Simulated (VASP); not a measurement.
OSZICAR of a VASP run on MoSi₂ (MoSi2 type):

**OSZICAR**
```
       N       E                     dE             d eps       ncg     rms          rms(c)
DAV:   1     0.115822509474E+03    0.11582E+03   -0.11012E+04  8408   0.131E+03
DAV:   2    -0.231355425945E+02   -0.13896E+03   -0.13715E+03 10262   0.328E+02
DAV:   3    -0.260383323647E+02   -0.29028E+01   -0.28551E+01 11298   0.428E+01
DAV:   4    -0.260519270006E+02   -0.13595E-01   -0.13592E-01  9576   0.345E+00
DAV:   5    -0.260520468502E+02   -0.11985E-03   -0.11984E-03 11368   0.296E-01    0.222E+01
DAV:   6    -0.252442804674E+02    0.80777E+00   -0.77002E+00  9807   0.190E+01    0.474E+00
DAV:   7    -0.251034775283E+02    0.14080E+00   -0.11581E+00  9473   0.690E+00    0.457E+00
DAV:   8    -0.250616158530E+02    0.41862E-01   -0.13202E-01  9996   0.297E+00    0.438E-01
DAV:   9    -0.250606210486E+02    0.99480E-03   -0.23813E-03 10430   0.426E-01    0.245E-01
DAV:  10    -0.250605236543E+02    0.97394E-04   -0.71237E-04 10017   0.256E-01    0.619E-02
DAV:  11    -0.250605094371E+02    0.14217E-04   -0.28338E-04 10003   0.134E-01    0.424E-02
DAV:  12    -0.250605030860E+02    0.63511E-05   -0.32093E-05  9542   0.416E-02    0.932E-03
DAV:  13    -0.250605027770E+02    0.30899E-06   -0.13395E-06 11074   0.734E-03    0.166E-03
DAV:  14    -0.250605027141E+02    0.62852E-07   -0.19761E-08  5054   0.103E-03
   1 F= -.25060503E+02 E0= -.25060356E+02  d E =-.438838E-03
```

Problem. Which electronic solver shows in the log?

Solution. It is blocked Davidson (ALGO = Normal, or the opening steps of other solvers). The INCAR had ALGO = Normal.

Problem. Can the final energy be trusted as converged?

Solution. The run converged. It stopped with EDIFF = 1E-7, NELM = 100 (PBEsol GGA, plane waves, VASP's PBE PAW potentials (set 64)).

The compound is MoSi2 in the MoSi2 type structure. This cell was strained or had an atom moved on purpose.
